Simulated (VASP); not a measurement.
Consider the following.

```
CELL_PARAMETERS angstrom
      0.00000     1.99604     1.99604
      1.99604     0.00000     1.99604
      1.99604     1.99604     0.00000
ATOMIC_POSITIONS crystal
  Li 0.00000 0.00000 0.00000
  H  0.50000 0.50000 0.50000
```

These are PBE GGA with D4 dispersion, VASP's PBE PAW potentials (set 64) (plane waves; VASP) values and carry that method's errors. Run with 520 eV cut-off, 11×11×11 Γ-centred mesh, Gaussian smearing of 0.050 eV, potentials Li_sv H.

Question: Give the stress tensor in GPa (positive for a compressed cell).

Answer: 
```
-1.10   0.00   0.00
 0.00  -1.10   0.00
 0.00   0.00  -1.10
```
The pressure is its mean diagonal, -1.10 GPa.

The compound is LiH in the rock salt structure. This cell is one point of a volume scan, at 1.03 of the reference volume.
